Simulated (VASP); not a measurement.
Data:

```xyz
1
Lattice="0.0000 2.0450 2.0450 2.0450 0.0000 2.0450 2.0450 2.0450 0.0000" Properties=species:S:1:pos:R:3 pbc="T T T"
Ag     0.0000     0.0000     0.0000
```

The numbers are results of AM05 GGA, VASP's PBE PAW potentials (set 64) (plane waves; VASP 6.6.1), not measurements. Numerical set-up: 520 eV cut-off, 14×14×14 Γ-centred mesh, first-order Methfessel-Paxton smearing of 0.10 eV, potentials Ag.

Energy and stress use the plane-wave basis of the starting cell.

Task: The ions, cell shape and volume are relaxed. Which structure does the run end with?

Result: 
```xyz
1
Lattice="0.0000 2.0256 2.0256 2.0256 0.0000 2.0256 2.0256 2.0256 0.0000" Properties=species:S:1:pos:R:3 pbc="T T T"
Ag     0.0000     0.0000     0.0000
```
Space group Fm-3m (225), at a tolerance of 0.03 Å.

Task: How do energy and volume change from the first to the last step?

Result: The energy (σ→0) changes by -4.8 meV/atom and the volume by -2.8 %, in 3 ionic steps.

The compound is Ag in the fcc structure. This run relaxes it. Symmetry was kept, so distortions that lower it aren't found.
